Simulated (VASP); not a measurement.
# CaS (relaxed from the CsCl type structure, space group Pm-3m): computed properties

The numbers are results of PBE GGA, VASP's PBE PAW potentials (set 64) (plane waves; VASP), not measurements.

```
Quantity                                                                         Value
---------------------------------------------  ---------------------------------------
space group                                                                Pm-3m (221)
cell                                           a = b = c = 3.491 Å, α = β = γ = 90.00°
volume per atom                                                          21.28 Å³/atom
band gap (over mesh and band path)                                             1.35 eV
smallest direct gap (over mesh and band path)                                  1.35 eV
band-edge character                                                     direct, M to M
density                                                                     2.81 g/cm³
```

```xyz
2
Lattice="3.4913 0.0000 0.0000 0.0000 3.4913 0.0000 0.0000 0.0000 3.4913" Properties=species:S:1:pos:R:3 pbc="T T T"
Ca     0.0000     0.0000     0.0000
S      1.7457     1.7457     1.7457
```

The structure was generated: CaS was put into the CsCl type type (Pm-3m), which need not be its known phase. It was relaxed first, which changed the volume by -13 %. Symmetry was kept, so distortions that lower it aren't found.
